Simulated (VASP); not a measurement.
All values below come from revTPSS meta-GGA, VASP's PBE PAW potentials (set 64) (plane waves; VASP).

Input for VASP

INCAR:
```
SYSTEM = Lu
PREC = Accurate
ENCUT = 520
EDIFF = 1E-7
NELM = 100
ALGO = Normal
LREAL = .FALSE.
LASPH = .TRUE.
ISMEAR = -5
METAGGA = RTPSS
LMIXTAU = .TRUE.
LMAXMIX = 6
LWAVE = .FALSE.
LCHARG = .FALSE.
LORBIT = 11
NEDOS = 601
ISIF = 2
```

**POSCAR**
```
Lu
1
    1.7328479795    -3.0013808265     0.0000000000
    1.7328479795     3.0013808265     0.0000000000
    0.0000000000     0.0000000000     5.4117015908
Lu
2
Direct
  0.3333330000   0.6666670000   0.2500000000
  0.6666670000   0.3333330000   0.7500000000
```

File KPOINTS_OPT:
```
k-points along high-symmetry lines
6
Line-mode
Reciprocal
  0.000000   0.000000   0.000000 ! GAMMA
 -0.000000   0.500000   0.000000 ! M

 -0.000000   0.500000   0.000000 ! M
 -0.333333   0.666667   0.000000 ! K

 -0.333333   0.666667   0.000000 ! K
  0.000000   0.000000   0.000000 ! GAMMA

  0.000000   0.000000   0.000000 ! GAMMA
  0.000000   0.000000   0.500000 ! A

  0.000000   0.000000   0.500000 ! A
 -0.000000   0.500000   0.500000 ! L

 -0.000000   0.500000   0.500000 ! L
 -0.333333   0.666667   0.500000 ! H

 -0.333333   0.666667   0.500000 ! H
  0.000000   0.000000   0.500000 ! A

 -0.000000   0.500000   0.500000 ! L
 -0.000000   0.500000   0.000000 ! M

 -0.333333   0.666667   0.500000 ! H
 -0.333333   0.666667   0.000000 ! K
```

KPOINTS:
```
kpoints
0
G
  14 14 8
```

POTCAR, in this order: Lu_3 (PBE.64 set). Program: vasp_std.

The resulting files:

File OSZICAR:
```
       N       E                     dE             d eps       ncg     rms          rms(c)
DAV:   1     0.165022206775E+03    0.16502E+03   -0.97712E+03  4368   0.188E+03
DAV:   2     0.761573878726E+02   -0.88865E+02   -0.87185E+02  5298   0.885E+02
DAV:   3     0.713524437132E+02   -0.48049E+01   -0.46128E+01  6021   0.128E+02
DAV:   4     0.710667262242E+02   -0.28572E+00   -0.27612E+00  5962   0.146E+01
DAV:   5     0.710370342380E+02   -0.29692E-01   -0.29118E-01  5776   0.374E+00    0.296E+01
DAV:   6     0.642614718603E+02   -0.67756E+01   -0.34045E+01  3120   0.525E+02    0.176E+01
DAV:   7     0.642914422277E+02    0.29970E-01   -0.19871E+00  6000   0.662E+01    0.214E+00
DAV:   8     0.636446045697E+02   -0.64684E+00   -0.78535E-01  4766   0.127E+01    0.739E-01
DAV:   9     0.643227107427E+02    0.67811E+00   -0.17747E+02  3120   0.316E+03    0.326E-01
DAV:  10     0.636408561570E+02   -0.68185E+00   -0.61487E-01  3795   0.103E+01    0.213E-01
DAV:  11     0.636364998815E+02   -0.43563E-02   -0.48216E-03  5070   0.111E+00    0.148E-01
DAV:  12     0.636337599522E+02   -0.27399E-02   -0.26083E-04  5169   0.310E-01    0.128E-01
DAV:  13     0.636289978415E+02   -0.47621E-02   -0.15984E-03  5030   0.614E-01    0.320E-02
DAV:  14     0.636285902431E+02   -0.40760E-03   -0.14367E-04  5145   0.226E-01    0.243E-02
DAV:  15     0.636285737663E+02   -0.16477E-04   -0.28334E-06  5515   0.226E-02    0.179E-02
DAV:  16     0.636285447701E+02   -0.28996E-04   -0.79557E-06  5080   0.269E-02    0.142E-02
DAV:  17     0.636285444362E+02   -0.33396E-06   -0.30017E-07  3256   0.144E-02    0.103E-02
DAV:  18     0.636285406534E+02   -0.37828E-05   -0.88820E-07  4805   0.143E-02    0.501E-03
DAV:  19     0.636285370540E+02   -0.35994E-05   -0.89424E-07  4908   0.199E-02    0.173E-03
DAV:  20     0.636285370843E+02    0.30296E-07   -0.56419E-08  2290   0.515E-03
   1 F= 0.63628537E+02 E0= 0.63628537E+02  d E =0.000000E+00
       N       E                     dE             ncg
```

**OUTCAR**
```
------------------------ aborting loop because EDIFF is reached ----------------------------------------
  FORCE on cell =-STRESS in cart. coord.  units (eV):
  Direction    XX          YY          ZZ          XY          YZ          ZX
  --------------------------------------------------------------------------------------
  Total        0.0846899      0.0846899     -0.0399588      0.0000000      0.0000000      0.0000000
  in kB        2.4104418      2.4104420     -1.1373063      0.0000000      0.0000000      0.0000000
  external PRESSURE =       1.2278592 kB  Pullay stress =       0.0000000 kB
  volume of cell :       56.29
      direct lattice vectors                 reciprocal lattice vectors
     1.732847980 -3.001380827  0.000000000     0.288542334 -0.166589989  0.000000000
     1.732847980  3.001380827  0.000000000     0.288542334  0.166589989  0.000000000
     0.000000000  0.000000000  5.411701591     0.000000000  0.000000000  0.184784764
 POSITION                                       TOTAL-FORCE (eV/Angst)
 -----------------------------------------------------------------------------------
      1.73285      1.00046      1.35293         0.000000     -0.000000      0.000000
      1.73285     -1.00046      4.05878        -0.000000      0.000000      0.000000
 -----------------------------------------------------------------------------------
    total drift:                                0.000001      0.000068     -0.000011
  FREE ENERGIE OF THE ION-ELECTRON SYSTEM (eV)
  ---------------------------------------------------
  free  energy   TOTEN  =        63.6285370843 eV

  energy  without entropy=       63.6285370843  energy(sigma->0) =       63.62853708

 total charge

# of ion       s       p       d       tot
------------------------------------------
    1        0.508   6.442   0.939   7.890
    2        0.508   6.442   0.939   7.890
--------------------------------------------------
tot          1.017  12.884   1.878  15.779
```
(Selected blocks of OUTCAR.)

For a metal the tetrahedron method with Blöchl corrections gives inexact stress and forces.

The compound is Lu in the hcp structure. It was relaxed first.
